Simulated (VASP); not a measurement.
# Al2Cu (Khatyrkite): Cu into a neighbouring Cu vacancy, part 4 of 4

Wanted: the minimum-energy path in Al2Cu (Khatyrkite) for this move: Cu into a neighbouring Cu vacancy. The start is a cell from a database of measured crystal structures.

VASP 6.6.1; PBEsol; plane waves and PAW (Cu, Al).

So far. Step 3 (Relax the start): The run ended after 8 ionic steps, 0.166 eV below its first step, once the forces on the free atoms met EDIFFG = -0.05. Step 4 (Relax the end): The run ended after 8 ionic steps, 0.176 eV below its first step, once the forces on the free atoms met EDIFFG = -0.05.

### 5. Nudged elastic band

Images on a straight line between the ends relax across the path, while springs keep them spaced along it.

File INCAR:

```
SYSTEM = Al16Cu7
PREC = Normal
ENCUT = 300
EDIFF = 1E-05
NELM = 120
ISMEAR = 1
SIGMA = 0.15
LREAL = Auto
ALGO = Fast
GGA = PS
NBANDS = 85
LASPH = .TRUE.
LWAVE = .FALSE.
LCHARG = .FALSE.
IMAGES = 3
SPRING = -5
IBRION = 1
POTIM = 0.3
NSW = 60
EDIFFG = -0.05
ISYM = 0
ISIF = 0
```

File POSCAR:

```
Al16Cu7
1.0
    5.9683186920      0.0000000000      0.0000000000
    0.0000000000      5.9683186920      0.0000000000
    0.0000000000      0.0000000000      9.7463058428
Cu Al
7 16
Direct
    0.0006700802      0.0000893256      0.6248768734
    0.4983500059      0.4995098340      0.3747262050
    0.4997012421      0.4995666866      0.8750222694
    0.9990826946      0.0008098996      0.3714446918
    0.0001247111      0.9995358533      0.8783168445
    0.4995761457      0.4989544342      0.6247571372
    0.5003153293      0.4992758528      0.1248263148
    0.1581881314      0.3324966048      0.0030250381
    0.1581931374      0.3402766054      0.4971165155
    0.6664744224      0.8419318631      0.2465120902
    0.6619756663      0.8394368526      0.7529781142
    0.8418071558      0.3331885850      0.2468360957
    0.8403926022      0.3383847064      0.7530459958
    0.3391661246      0.8408489356      0.4967508933
    0.3322410978      0.8407002317      0.0029139157
    0.3316264356      0.1573591705      0.2466975323
    0.3404304066      0.1577224924      0.7532956080
    0.8388409300      0.6613827001      0.4966482338
    0.8418299356      0.6672991293      0.0033299946
    0.6666562681      0.1570270687      0.0035025041
    0.6607021474      0.1587963909      0.4967439418
    0.1579620426      0.6685196477      0.2459812698
    0.1592158894      0.6597129009      0.7524883080
```

File KPOINTS:

```
Automatic mesh
0
Monkhorst-Pack
3 3 2
0 0 0
```

File 00/POSCAR:

```
Al16Cu7
1.0
    5.9683186920      0.0000000000      0.0000000000
    0.0000000000      5.9683186920      0.0000000000
    0.0000000000      0.0000000000      9.7463058428
Cu Al
7 16
Direct
    0.0006700802      0.0000893256      0.6248768734
    0.4983500059      0.4995098340      0.3747262050
    0.4997012421      0.4995666866      0.8750222694
    0.9990826946      0.0008098996      0.3714446918
    0.0001247111      0.9995358533      0.8783168445
    0.4995761457      0.4989544342      0.6247571372
    0.5003153293      0.4992758528      0.1248263148
    0.1581881314      0.3324966048      0.0030250381
    0.1581931374      0.3402766054      0.4971165155
    0.6664744224      0.8419318631      0.2465120902
    0.6619756663      0.8394368526      0.7529781142
    0.8418071558      0.3331885850      0.2468360957
    0.8403926022      0.3383847064      0.7530459958
    0.3391661246      0.8408489356      0.4967508933
    0.3322410978      0.8407002317      0.0029139157
    0.3316264356      0.1573591705      0.2466975323
    0.3404304066      0.1577224924      0.7532956080
    0.8388409300      0.6613827001      0.4966482338
    0.8418299356      0.6672991293      0.0033299946
    0.6666562681      0.1570270687      0.0035025041
    0.6607021474      0.1587963909      0.4967439418
    0.1579620426      0.6685196477      0.2459812698
    0.1592158894      0.6597129009      0.7524883080
```

File 01/POSCAR:

```
Al16Cu7
1.0
    5.9683186920      0.0000000000      0.0000000000
    0.0000000000      5.9683186920      0.0000000000
    0.0000000000      0.0000000000      9.7463058428
Cu Al
7 16
Direct
    0.0007893048     -0.0001287822      0.6238681435
    0.4988057898      0.4998418994      0.3745619006
    0.4998625706      0.4996532207      0.8747745229
    0.9993144068      0.0009097998      0.3104535345
    0.0004032464      0.9996053201      0.8772073129
    0.4999506817      0.4992078708      0.6245490389
    0.5002422632      0.4995145504      0.1246770318
    0.1585419884      0.3343974597      0.0028037396
    0.1584498601      0.3381167201      0.4968574152
    0.6666774209      0.8422561350      0.2479727170
    0.6622230333      0.8395888961      0.7511431650
    0.8418294421      0.3330963125      0.2483507980
    0.8406044078      0.3383841499      0.7512777492
    0.3378658422      0.8412561854      0.4965268961
    0.3338756372      0.8406529988      0.0027359804
    0.3319889207      0.1576260545      0.2480741297
    0.3404416524      0.1580489446      0.7514811278
    0.8398505376      0.6630495112      0.4962815380
    0.8416486923      0.6657191044      0.0031205913
    0.6653400059      0.1575501382      0.0031683730
    0.6624457062      0.1587122630      0.4965975920
    0.1578462268      0.6686070188      0.2476468009
    0.1594199169      0.6598474564      0.7508108381
```

File 02/POSCAR:

```
Al16Cu7
1.0
    5.9683186920      0.0000000000      0.0000000000
    0.0000000000      5.9683186920      0.0000000000
    0.0000000000      0.0000000000      9.7463058428
Cu Al
7 16
Direct
    0.0009085293     -0.0003468900      0.6228594136
    0.4992615737      0.5001739648      0.3743975963
    0.5000238992      0.4997397548      0.8745267764
    0.9995461191      0.0010097000      0.2494623772
    0.0006817816      0.9996747870      0.8760977813
    0.5003252177      0.4994613074      0.6243409406
    0.5001691971      0.4997532479      0.1245277488
    0.1588958454      0.3362983146      0.0025824411
    0.1587065828      0.3359568348      0.4965983149
    0.6668804194      0.8425804070      0.2494333437
    0.6624704004      0.8397409396      0.7493082157
    0.8418517284      0.3330040400      0.2498655002
    0.8408162133      0.3383835934      0.7495095026
    0.3365655599      0.8416634352      0.4963028989
    0.3355101766      0.8406057659      0.0025580450
    0.3323514059      0.1578929386      0.2494507271
    0.3404528981      0.1583753968      0.7496666477
    0.8408601452      0.6647163222      0.4959148422
    0.8414674490      0.6641390796      0.0029111880
    0.6640237437      0.1580732076      0.0028342420
    0.6641892650      0.1586281351      0.4964512422
    0.1577304111      0.6686943898      0.2493123320
    0.1596239444      0.6599820118      0.7491333682
```

File 03/POSCAR:

```
Al16Cu7
1.0
    5.9683186920      0.0000000000      0.0000000000
    0.0000000000      5.9683186920      0.0000000000
    0.0000000000      0.0000000000      9.7463058428
Cu Al
7 16
Direct
    0.0010277538     -0.0005649979      0.6218506838
    0.4997173576      0.5005060303      0.3742332920
    0.5001852277      0.4998262889      0.8742790300
    0.9997778314      0.0011096003      0.1884712198
    0.0009603168      0.9997442538      0.8749882497
    0.5006997538      0.4997147441      0.6241328423
    0.5000961310      0.4999919454      0.1243784658
    0.1592497025      0.3381991695      0.0023611425
    0.1589633056      0.3337969496      0.4963392146
    0.6670834178      0.8429046790      0.2508939704
    0.6627177674      0.8398929831      0.7474732665
    0.8418740146      0.3329117674      0.2513802025
    0.8410280188      0.3383830368      0.7477412560
    0.3352652775      0.8420706851      0.4960789017
    0.3371447159      0.8405585330      0.0023801097
    0.3327138911      0.1581598226      0.2508273245
    0.3404641438      0.1587018490      0.7478521675
    0.8418697528      0.6663831333      0.4955481463
    0.8412862058      0.6625590548      0.0027017848
    0.6627074815      0.1585962770      0.0025001110
    0.6659328238      0.1585440072      0.4963048923
    0.1576145954      0.6687817608      0.2509778630
    0.1598279718      0.6601165673      0.7474558984
```

File 04/POSCAR:

```
Al16Cu7
1.0
    5.9683186920      0.0000000000      0.0000000000
    0.0000000000      5.9683186920      0.0000000000
    0.0000000000      0.0000000000      9.7463058428
Cu Al
7 16
Direct
    0.0011469784     -0.0007831057      0.6208419539
    0.5001731415      0.5008380957      0.3740689876
    0.5003465562      0.4999128230      0.8740312835
    1.0000095436      0.0012095005      0.1274800625
    0.0012388521      0.9998137206      0.8738787181
    0.5010742898      0.4999681807      0.6239247440
    0.5000230649      0.5002306430      0.1242291828
    0.1596035595      0.3401000244      0.0021398440
    0.1592200283      0.3316370643      0.4960801143
    0.6672864163      0.8432289509      0.2523545972
    0.6629651344      0.8400450266      0.7456383173
    0.8418963009      0.3328194949      0.2528949048
    0.8412398244      0.3383824803      0.7459730094
    0.3339649951      0.8424779349      0.4958549045
    0.3387792553      0.8405113001      0.0022021744
    0.3330763762      0.1584267066      0.2522039219
    0.3404753896      0.1590283012      0.7460376874
    0.8428793604      0.6680499444      0.4951814505
    0.8411049625      0.6609790299      0.0024923815
    0.6613912193      0.1591193465      0.0021659799
    0.6676763826      0.1584598793      0.4961585425
    0.1574987796      0.6688691319      0.2526433941
    0.1600319993      0.6602511228      0.7457784285
```

Potentials, in the order of the species: Cu and Al (PBE family, release 64).

Launch:

```bash
mpirun -np 3 vasp_std
```

What it wrote:

```text
[banner, memory and clock lines left out]
running    3 mpi-ranks, on    1 nodes
 each image running on    1 cores
[...]
01/POSCAR found :  2 types and      23 ions
 [... a notice as in an earlier step ...]

 LDA part: xc-table for (Slater+PW92), standard interpolation
[...]
00/POSCAR found :  2 types and      23 ions
[...]
04/POSCAR found :  2 types and      23 ions
 POSCAR, INCAR and KPOINTS ok, starting setup
[...]
entering main loop
       N       E                     dE             d eps       ncg     rms          rms(c)
DAV:   1     0.696691252598E+03    0.69669E+03   -0.32206E+04  1530   0.102E+03
DAV:   2    -0.455618974752E+02   -0.74225E+03   -0.70772E+03  1535   0.285E+02
DAV:   3    -0.112729714705E+03   -0.67168E+02   -0.59981E+02  1880   0.111E+02
DAV:   4    -0.116143255547E+03   -0.34135E+01   -0.33519E+01  2412   0.279E+01
[...]
RMM:  17    -0.978623736388E+02    0.64897E-05   -0.35627E-04  1595   0.953E-02    0.457E-02
RMM:  18    -0.978623815678E+02   -0.79290E-05   -0.13809E-04  1548   0.493E-02    0.435E-02
RMM:  19    -0.978623889529E+02   -0.73851E-05   -0.17267E-05  1012   0.234E-02
   1 F= -.97862389E+02 E0= -.97857534E+02  d E =-.978624E+02
[... from here on, the cycles between the ionic steps are left out ...]
   2 F= -.97992400E+02 E0= -.97987926E+02  d E =-.130011E+00
   6 F= -.98232239E+02 E0= -.98230120E+02  d E =-.105255E-01
  11 F= -.98273843E+02 E0= -.98273197E+02  d E =-.104513E-01
  16 F= -.98299867E+02 E0= -.98299530E+02  d E =-.367500E-02
  21 F= -.98313124E+02 E0= -.98312852E+02  d E =-.229804E-02
  26 F= -.98317917E+02 E0= -.98317669E+02  d E =-.118295E-02
  31 F= -.98324421E+02 E0= -.98324216E+02  d E =-.206313E-03
  36 F= -.98332251E+02 E0= -.98332083E+02  d E =-.268762E-02
  41 F= -.98346319E+02 E0= -.98346220E+02  d E =-.789181E-02
  46 F= -.98354483E+02 E0= -.98354429E+02  d E =-.519414E-02
  51 F= -.98389081E+02 E0= -.98389281E+02  d E =-.851915E-02
  56 F= -.98417216E+02 E0= -.98417649E+02  d E =-.380189E-02
  59 F= -.98421996E+02 E0= -.98422440E+02  d E =-.847714E-02
  60 F= -.98433301E+02 E0= -.98433812E+02  d E =-.113051E-01
 BRION: g(F)=  0.389E-02 g(S)=  0.000E+00 retain N=  5 mean eig= 4.06
 eig:   7.050  7.050  0.931  1.434  3.848
```

Wall time 17 min (3 MPI ranks of Intel Xeon 6975P-C (Granite Rapids), shared host); peak memory 0.6 GiB.

From OUTCAR (step 5):

```text
  tangential force (eV/A)        -1.134857
  left and right image   0.998248  0.998574 A

  tangential force (eV/A)        -1.129826
  left and right image   1.024559  1.024911 A

 k-point     1 :       0.0000    0.0000    0.2500
  band No.  band energies     occupation
    ...
     60       6.5053      2.00000
     61       6.5380      2.00000
     62       6.8509      2.00000
     63       7.1829      2.00000
     64       7.6671      2.01066
     65       8.0785     -0.02344
     66       8.1164     -0.01035
     67       8.1630     -0.00304
     68       8.6336     -0.00000
     69       9.1443     -0.00000
    ...

 POSITION                                       TOTAL-FORCE (eV/Angst)
 -----------------------------------------------------------------------------------
      0.00459      5.96763      5.88397         0.003543      0.003202     -0.051857
      2.99391      2.98647      3.52766        -0.007405      0.000839     -0.143960
      2.99318      2.98628      8.33889        -0.000089      0.005497     -0.049865
      5.97132      0.00291      3.06813         0.006180      0.001183      1.042873
      0.00655      5.96942      8.39314         0.001174      0.002418     -0.067702
      2.99522      2.98783      5.92962        -0.002118      0.000436     -0.096077
      2.98888      2.98676      1.00550         0.003293     -0.000723     -0.004889
      0.93658      1.97891     -0.12879         0.019148      0.024112     -0.071262
      0.94394      1.97279      4.62369         0.020788      0.065733     -0.000962
      3.87281      4.98463      2.23519         0.178975      0.071696     -0.065494
      3.95267      5.02426      7.14649        -0.002461     -0.003160     -0.010778
      4.99218      2.10433      2.23356         0.065755     -0.177729     -0.068642
      5.02550      2.02032      7.14626        -0.000170      0.003870     -0.011687
      1.98493      5.03656      4.62972         0.056235     -0.017536     -0.012728
[...]
-----------------------------------------------------------------------------------
    total drift:                                0.020155      0.013502      0.035662

  FREE ENERGIE OF THE ION-ELECTRON SYSTEM (eV)
  ---------------------------------------------------
  free  energy   TOTEN  =       -98.4333012792 eV

  energy  without entropy=      -98.4348345001  energy(sigma->0) =      -98.43381235

  tangential force (eV/A)        -1.121930
  left and right image   1.060177  1.060581 A

[... 5 parts as in an earlier step ...]

[... 10 further parts left out ...]
[key lines of the parts left out:]
E-fermi :   7.7972
```

The band used up its steps before its forces met the threshold, so no barrier is taken from it.

### 6. Results

| Item | Value |
| --- | --- |
| result | none |

The session ends without its result: «nudged elastic band» used up its steps.

[Lines on the potential files, build, host, timing and source positions are cut from VASP's logs without a mark.]

[Logs are printed without paths, hosts, clocks, repeated set-up lines and the standing remarks that a program may print on its own settings, such as how far it seeks lower states.]

[Hosts, paths, dates, database ids (printed as entryN), source tags and the programs' standing remarks are cut or masked in the printed files.]

[Runs that stopped without an error message from VASP are left out.]
